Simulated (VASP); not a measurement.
Crystal: ZnSe.

```
Zn Se
1.0
     0.00000    2.83380    2.83380
     2.83380    0.00000    2.83380
     2.83380    2.83380    0.00000
Zn Se
1 1
Direct
  0.00000 0.00000 0.00000
  0.25000 0.25000 0.25000
```

```yaml
Program: VASP 6.6.1
Task: relaxation of cell and atoms
Functional: PBE
Potentials_or_basis: VASP PAW PBE potentials, release 64 (Zn, Se)
Cutoff: 520 eV
k_mesh: 4 × 4 × 4
Occupations: gaussian, width 0.02 eV
Spin: no spin polarisation
```

At the start: pressure 2.7 GPa; volume 22.76 Å³/atom.

Question: How do energy, volume and symmetry change on relaxing?

Answer: Over 3 steps the energy falls by 8.1 meV/atom and the volume is 23.75 Å³/atom (+4.4 %); space group F-43m (No. 216, to 0.05 Å).

Step by step:
```tsv
step	energy change (eV)	largest force (eV/Å)	pressure (GPa)	volume (Å³)
1	0.0000	0.0000	2.70	45.51
2	-0.0149	0.0000	-0.65	48.08
3	-0.0161	0.0000	0.01	47.51
```

Final structure:
```cif
data_structure
_symmetry_space_group_name_H-M 'P 1'
_symmetry_Int_Tables_number 1
_cell_length_a 4.0653
_cell_length_b 4.0653
_cell_length_c 4.0653
_cell_angle_alpha 60.000
_cell_angle_beta 60.000
_cell_angle_gamma 60.000
_cell_volume 47.51
loop_
_atom_site_label
_atom_site_type_symbol
_atom_site_fract_x
_atom_site_fract_y
_atom_site_fract_z
_atom_site_occupancy
Zn1 Zn 0.00000 0.00000 0.00000 1
Se1 Se 0.25000 0.25000 0.25000 1
```

Caveat: the k mesh is coarse (spacing up to 0.48 Å⁻¹), so the values aren't converged.
